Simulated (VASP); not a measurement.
Level of theory: revPBE GGA, VASP's PBE PAW potentials (set 64) (plane waves; VASP).

The input files of a VASP run:

INCAR:
```
# general
SYSTEM  = PdIn
PREC    = Accurate
ENCUT   = 520
LREAL   = F
LASPH   = T

# electronic loop
EDIFF   = 1E-7
NELM    = 100
ALGO    = Normal
LMAXMIX = 4

# smearing
ISMEAR  = 1
SIGMA   = 0.1

# functional
GGA     = RE

# ions
ISIF    = 2

# output
LWAVE   = F
LCHARG  = F
```

**KPOINTS**
```
Automatic mesh
0
Gamma
11 11 11
0 0 0
```

POSCAR:
```
PdIn
1
    3.3668452754     0.0000000000     0.0000000000
    0.0000000000     3.3668452754     0.0000000000
    0.0000000000     0.0000000000     3.3668452754
In Pd
1 1
Direct
  0.5000000000   0.5000000000   0.5000000000
  0.0000000000   0.0000000000   0.0000000000
```

POTCAR, in this order: In_d Pd (PBE.64 set). Program: vasp_std.

What VASP printed:

File OUTCAR:
```
 ion  position               nearest neighbor table
   1  0.500  0.500  0.500-   2 2.92   2 2.92   2 2.92   2 2.92   2 2.92   2 2.92   2 2.92   2 2.92
  LATTYP: Found a simple cubic cell.
 ALAT       =     3.3668452754
 Subroutine PRICEL returns:
 Original cell was already a primitive cell.
 Subroutine GETGRP returns: Found 48 space group operations
The static configuration has the point symmetry O_h .
The dynamic configuration has the point symmetry O_h .
 Subroutine INISYM returns: Found 48 space group operations
 Subroutine IBZKPT returns following result:
 Found     56 irreducible k-points:

 Following reciprocal coordinates:
            Coordinates               Weight
  0.000000  0.000000  0.000000      1.000000
  0.090909  0.000000  0.000000      6.000000
  0.181818  0.000000  0.000000      6.000000
  0.272727  0.000000  0.000000      6.000000
  0.363636  0.000000  0.000000      6.000000
  0.454545  0.000000  0.000000      6.000000
  0.090909  0.090909  0.000000     12.000000
  0.181818  0.090909  0.000000     24.000000
  0.272727  0.090909  0.000000     24.000000
  0.363636  0.090909  0.000000     24.000000
  0.454545  0.090909  0.000000     24.000000
  0.181818  0.181818  0.000000     12.000000
  0.272727  0.181818  0.000000     24.000000
  0.363636  0.181818  0.000000     24.000000
  0.454545  0.181818  0.000000     24.000000
  0.272727  0.272727  0.000000     12.000000
  0.363636  0.272727  0.000000     24.000000
  0.454545  0.272727  0.000000     24.000000
  0.363636  0.363636  0.000000     12.000000
  0.454545  0.363636  0.000000     24.000000
  0.454545  0.454545  0.000000     12.000000
  0.090909  0.090909  0.090909      8.000000
  0.181818  0.090909  0.090909     24.000000
  0.272727  0.090909  0.090909     24.000000
  0.363636  0.090909  0.090909     24.000000
...
```

**OSZICAR**
```
       N       E                     dE             d eps       ncg     rms          rms(c)
DAV:   1     0.160967663124E+03    0.16097E+03   -0.11396E+04  1702   0.194E+03
DAV:   2    -0.486088328052E+00   -0.16145E+03   -0.15673E+03  1820   0.402E+02
DAV:   3    -0.793883605688E+01   -0.74527E+01   -0.74235E+01  2044   0.918E+01
DAV:   4    -0.807884241362E+01   -0.14001E+00   -0.13996E+00  2027   0.123E+01
DAV:   5    -0.808622908465E+01   -0.73867E-02   -0.73862E-02  2500   0.254E+00    0.504E+00
DAV:   6    -0.796490119816E+01    0.12133E+00   -0.25129E-01  2177   0.841E+00    0.249E+00
DAV:   7    -0.793961026955E+01    0.25291E-01   -0.60489E-02  2175   0.441E+00    0.906E-01
DAV:   8    -0.793681383085E+01    0.27964E-02   -0.13667E-02  1827   0.120E+00    0.318E-01
DAV:   9    -0.793645865906E+01    0.35517E-03   -0.16811E-03  2177   0.647E-01    0.515E-02
DAV:  10    -0.793647649893E+01   -0.17840E-04   -0.36467E-05  2191   0.800E-02    0.264E-02
DAV:  11    -0.793648048643E+01   -0.39875E-05   -0.85844E-06  2002   0.306E-02    0.323E-03
DAV:  12    -0.793648075912E+01   -0.27269E-06   -0.40890E-07  2213   0.712E-03    0.371E-03
DAV:  13    -0.793648064021E+01    0.11891E-06   -0.27043E-08  1064   0.211E-03    0.129E-03
DAV:  14    -0.793648056046E+01    0.79749E-07   -0.75195E-09   987   0.157E-03
   1 F= -.79364806E+01 E0= -.79360911E+01  d E =-.116830E-02
```

OUTCAR:
```
------------------------ aborting loop because EDIFF is reached ----------------------------------------
  FORCE on cell =-STRESS in cart. coord.  units (eV):
  Direction    XX          YY          ZZ          XY          YZ          ZX
  --------------------------------------------------------------------------------------
  Total       -0.7709051     -0.7709051     -0.7709051      0.0000000     -0.0000000     -0.0000000
  in kB      -32.3624975    -32.3624975    -32.3624975      0.0000000     -0.0000000     -0.0000000
  external PRESSURE =     -32.3624975 kB  Pullay stress =       0.0000000 kB
  volume of cell :       38.17
      direct lattice vectors                 reciprocal lattice vectors
     3.366845275  0.000000000  0.000000000     0.297013946  0.000000000  0.000000000
     0.000000000  3.366845275  0.000000000     0.000000000  0.297013946  0.000000000
     0.000000000  0.000000000  3.366845275     0.000000000  0.000000000  0.297013946
 POSITION                                       TOTAL-FORCE (eV/Angst)
 -----------------------------------------------------------------------------------
      1.68342      1.68342      1.68342         0.000000      0.000000      0.000000
      0.00000      0.00000      0.00000         0.000000      0.000000      0.000000
 -----------------------------------------------------------------------------------
    total drift:                                0.000000      0.000000      0.000000
  FREE ENERGIE OF THE ION-ELECTRON SYSTEM (eV)
  ---------------------------------------------------
  free  energy   TOTEN  =        -7.9364805605 eV

  energy  without entropy=       -7.9353122610  energy(sigma->0) =       -7.93609113
```
(Selected blocks of OUTCAR.)

The compound is PdIn in the CsCl type structure. This cell is one point of a volume scan, at 1.03 of the reference volume. The electron count is odd and the run is not spin-polarised, which forces a metal.
